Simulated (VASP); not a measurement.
Consider the following.

```
CELL_PARAMETERS angstrom
      0.00000     2.13992     2.13992
      2.13992     0.00000     2.13992
      2.13992     2.13992     0.00000
ATOMIC_POSITIONS crystal
  Mg 0.00000 0.00000 0.00000
  O  0.50000 0.50000 0.50000
```

Level of theory: revPBE GGA, VASP's PBE PAW potentials (set 64) (plane waves; VASP). Settings: 520 eV cut-off, Gaussian smearing of 0.050 eV, potentials Mg O.

### Question
Give the energies of bands 2 to 5 at the high-symmetry points, in eV from the valence-band maximum.

### Answer

| band | Γ | X | U | L | W |
|---|---|---|---|---|---|
| 2 | 0.00 | -3.87 | -3.30 | -4.38 | -2.79 |
| 3 | 0.00 | -1.28 | -2.56 | -0.60 | -2.79 |
| 4 | 0.00 | -1.28 | -1.07 | -0.60 | -1.67 |
| 5 | 4.36 | 9.14 | 9.94 | 7.67 | 11.40 |

The gap is direct, 4.36 eV, from the valence maximum at Γ to the conduction minimum at Γ.

Measured: gap 8.36 eV (computed value off by -4.00 eV), as given by Wei Chen et al., Physical Review Materials (2018), doi:10.1103/physrevmaterials.2.073803 [zero-point renormalisation of 0.53 eV added back (the table's ZPR column)].

The compound is MgO in the rock salt structure. It was relaxed first, which changed the volume by +5 %.
